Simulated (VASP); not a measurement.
Output of a VASP run:

OSZICAR:
```
...
   2 F= -.96019919E+02 E0= -.96019919E+02  d E =0.109826E-01
       N       E                     dE             d eps       ncg     rms          rms(c)
DAV:   1    -0.962259508190E+02   -0.20603E+00   -0.61487E+00  1744   0.220E+01    0.305E+00
DAV:   2    -0.960707122717E+02    0.15524E+00   -0.85402E-01  1824   0.756E+00    0.884E-01
DAV:   3    -0.960558678040E+02    0.14844E-01   -0.77527E-02  1992   0.336E+00    0.394E-01
DAV:   4    -0.960456710451E+02    0.10197E-01   -0.51506E-02  1880   0.271E+00    0.226E-01
DAV:   5    -0.960540320373E+02   -0.83610E-02   -0.13368E-02  2208   0.117E+00    0.779E-02
DAV:   6    -0.960544940603E+02   -0.46202E-03   -0.13964E-03  2104   0.364E-01    0.474E-02
DAV:   7    -0.960537045855E+02    0.78947E-03   -0.66179E-04  1952   0.278E-01    0.443E-02
DAV:   8    -0.960543913829E+02   -0.68680E-03   -0.81593E-04  2024   0.348E-01    0.354E-02
DAV:   9    -0.960545319148E+02   -0.14053E-03   -0.29339E-04  1576   0.171E-01    0.849E-03
DAV:  10    -0.960546934946E+02   -0.16158E-03   -0.87142E-04  1920   0.277E-01    0.234E-02
DAV:  11    -0.960546106291E+02    0.82866E-04   -0.43787E-04  2072   0.204E-01    0.113E-02
DAV:  12    -0.960546009721E+02    0.96569E-05   -0.44634E-05  2280   0.426E-02    0.559E-03
DAV:  13    -0.960546006532E+02    0.31898E-06   -0.22219E-05  2224   0.343E-02    0.267E-03
DAV:  14    -0.960546027455E+02   -0.20923E-05   -0.97484E-06  2072   0.211E-02    0.197E-03
DAV:  15    -0.960546031490E+02   -0.40350E-06   -0.47628E-07   944   0.104E-02
   3 F= -.96054603E+02 E0= -.96054603E+02  d E =-.237011E-01
       N       E                     dE             d eps       ncg     rms          rms(c)
DAV:   1    -0.960546456931E+02   -0.42948E-04   -0.16251E-03  1696   0.357E-01    0.494E-02
DAV:   2    -0.960546073075E+02    0.38386E-04   -0.22790E-04  1944   0.125E-01    0.152E-02
DAV:   3    -0.960545996247E+02    0.76828E-05   -0.25838E-05  2224   0.572E-02    0.700E-03
DAV:   4    -0.960546287247E+02   -0.29100E-04   -0.25231E-04  1728   0.122E-01    0.135E-02
DAV:   5    -0.960546297735E+02   -0.10487E-05   -0.26310E-05  2168   0.388E-02    0.151E-02
DAV:   6    -0.960547654109E+02   -0.13564E-03   -0.57994E-04  1888   0.207E-01    0.347E-02
DAV:   7    -0.960545990462E+02    0.16636E-03   -0.10545E-03  1992   0.297E-01    0.111E-02
DAV:   8    -0.960546030787E+02   -0.40325E-05   -0.72881E-05  2272   0.523E-02    0.575E-03
DAV:   9    -0.960546023589E+02    0.71970E-06   -0.10045E-05  2080   0.251E-02    0.378E-03
DAV:  10    -0.960546013965E+02    0.96248E-06   -0.95432E-07  1128   0.107E-02
   4 F= -.96054601E+02 E0= -.96054601E+02  d E =-.236994E-01
       N       E                     dE             d eps       ncg     rms          rms(c)
DAV:   1    -0.960549171402E+02   -0.31478E-03   -0.17215E-01  2000   0.367E+00    0.178E-01
DAV:   2    -0.960553850894E+02   -0.46795E-03   -0.84170E-03  1848   0.713E-01    0.797E-02
DAV:   3    -0.960553689808E+02    0.16109E-04   -0.71408E-04  2152   0.321E-01    0.383E-02
DAV:   4    -0.960553563119E+02    0.12669E-04   -0.16431E-04  2152   0.151E-01    0.169E-02
DAV:   5    -0.960553529318E+02    0.33801E-05   -0.80211E-05  1672   0.960E-02    0.622E-03
DAV:   6    -0.960553779534E+02   -0.25022E-04   -0.46476E-05  1904   0.750E-02    0.562E-03
DAV:   7    -0.960553893273E+02   -0.11374E-04   -0.10298E-05  1928   0.332E-02    0.258E-03
DAV:   8    -0.960553902090E+02   -0.88176E-06   -0.29205E-06  1320   0.199E-02
   5 F= -.96055390E+02 E0= -.96055390E+02  d E =-.788813E-03
```

File OUTCAR:
```
------------------------ aborting loop because EDIFF is reached ----------------------------------------
  FORCE on cell =-STRESS in cart. coord.  units (eV):
  Direction    XX          YY          ZZ          XY          YZ          ZX
  --------------------------------------------------------------------------------------
  Total        0.0040357      0.0040357      0.0996478      0.0000000      0.0000000     -0.0000000
  in kB        0.0790522      0.0790522      1.9519063      0.0000000      0.0000000     -0.0000000
  external PRESSURE =       0.7033369 kB  Pullay stress =       0.0000000 kB
  volume of cell :       81.79
      direct lattice vectors                 reciprocal lattice vectors
     1.966427944 -3.405953018  0.000000000     0.254268152 -0.146801790 -0.000000000
     1.966427944  3.405953018 -0.000000000     0.254268152  0.146801790 -0.000000000
     0.000000000 -0.000000000  6.106223933     0.000000000  0.000000000  0.163767332
 POSITION                                       TOTAL-FORCE (eV/Angst)
 -----------------------------------------------------------------------------------
      1.96643      1.13532      1.50138         0.000000     -0.000000      0.012389
      1.96643     -1.13532      4.60485        -0.000000      0.000000     -0.012389
      3.93286     -0.00000     -0.00000         0.000000     -0.000000      0.000000
      1.96643      1.13532      3.94628         0.000000      0.000000      0.007525
      1.96643     -1.13532      2.15995        -0.000000      0.000000     -0.007525
 -----------------------------------------------------------------------------------
    total drift:                                0.000000      0.000000      0.000000
  FREE ENERGIE OF THE ION-ELECTRON SYSTEM (eV)
  ---------------------------------------------------
  free  energy   TOTEN  =       -96.0553902090 eV

  energy  without entropy=      -96.0553902090  energy(sigma->0) =      -96.05539021

 reached required accuracy - stopping structural energy minimisation
```
(Selected blocks of OUTCAR.)

File POSCAR:
```
La2O3
1
    1.9491290206    -3.3759904061     0.0000000000
    1.9491290206     3.3759904061    -0.0000000000
   -0.0000000000    -0.0000000000     6.0579462875
La O
2 3
Direct
  0.3333330000   0.6666670000   0.2456728687
  0.6666670000   0.3333330000   0.7543271313
  0.0000000000   0.0000000000   0.0000000000
  0.3333330000   0.6666670000   0.6459472137
  0.6666670000   0.3333330000   0.3540527863
```

Reconstruct the remaining input files.

Several could match; the one computed here: the input of the run itself, r2SCAN meta-GGA, plane waves, VASP's PBE PAW potentials (set 64).

### KPOINTS
```
Automatic mesh
0
Gamma
6 6 4
0 0 0
```

### INCAR
```
NSW = 60
METAGGA = R2SCAN
ISIF = 3   # ions, shape and volume
LASPH = .TRUE.   # aspherical one-centre terms
LMIXTAU = .TRUE.
ISMEAR = 0   # Gaussian
SYSTEM = La2O3
LCHARG = .FALSE.
ENCUT = 520   # plane-wave cut-off (eV)
LMAXMIX = 6   # l cut-off of mixed one-centre charges
NELM = 100   # most electronic steps
EDIFF = 1E-6
SIGMA = 0.05   # width (eV)
LREAL = .FALSE.   # projection in real space or not
EDIFFG = -0.02   # ionic stop
PREC = Accurate
IBRION = 2
LWAVE = .FALSE.
ALGO = Normal
```

POTCAR, in this order: La O (PBE.64 set). Program: vasp_std.

Energy and stress use the plane-wave basis of the starting cell.

The compound is La2O3 in the a-type structure. This run relaxes it. Symmetry was kept, so distortions that lower it aren't found. The start is the result of an earlier pass.
